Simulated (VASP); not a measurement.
An input for Quantum ESPRESSO's pw.x (written as the equivalent of a VASP run, and not itself run):

```
&CONTROL
  calculation = 'scf'
  pseudo_dir = './pseudo'
  outdir = './out'
  tprnfor = .true.
  tstress = .true.
/
&SYSTEM
  ibrav = 0
  nat = 4
  ntyp = 1
  ecutwfc = 44
  occupations = 'smearing'
  smearing = 'methfessel-paxton'
  degauss = 0.00735
  input_dft = 'pbesol'
/
&ELECTRONS
  conv_thr = 7.3e-09
  electron_maxstep = 100
/
ATOMIC_SPECIES
  P 30.974 P.upf
CELL_PARAMETERS angstrom
     1.6603021   -5.1290284    0.0000000
     1.6603021    5.1290284    0.0000000
     0.0000000    0.0000000    4.0605695
ATOMIC_POSITIONS crystal
  P    0.1055695  0.8944305  0.9273762
  P    0.3944305  0.6055695  0.4273762
  P    0.6055695  0.3944305  0.5726238
  P    0.8944305  0.1055695  0.0726238
K_POINTS automatic
  10 10 8 0 0 0
```

Task: Write the VASP files for the same calculation (PBEsol).

Result: One answer among several that fit: 
### INCAR
```
! general
SYSTEM = P
PREC   = Accurate
ENCUT  = 480
LREAL  = F
LASPH  = T

! electronic loop
EDIFF  = 1E-7   ! SCF stop (eV)
NELM   = 100   ! most electronic steps
ALGO   = Normal

! smearing
ISMEAR = 1
SIGMA  = 0.1   ! width (eV)

! functional
GGA    = PS   ! PBEsol

! ions
ISIF   = 2   ! forces and stress, cell fixed

! output
LWAVE  = F
LCHARG = F
```

**KPOINTS**
```
K-points
0
Gamma
  10 10 8
0 0 0
```

**POSCAR**
```
P
1.0
  1.6603021143  -5.1290284099   0.0000000000
  1.6603021143   5.1290284099   0.0000000000
  0.0000000000   0.0000000000   4.0605695013
P
4
Cartesian
  1.6603021143   4.0460909246   3.7656755066
  1.6603021143   1.0829374853   1.7353907560
  1.6603021143  -1.0829374853   2.3251787453
  1.6603021143  -4.0460909246   0.2948939947
```

POTCAR, in this order: P (PBE.64 set). Program: vasp_std.

The two are equivalent in intent, not identical: the potentials are each code's own (VASP's PAW set, PseudoDojo norm-conserving files in pw.x), so ENCUT and ecutwfc are chosen apart and not converted; conv_thr bounds pw.x's estimated SCF error, while EDIFF bounds the energy change between steps.

The compound is P in the black structure. This cell was strained or had an atom moved on purpose.
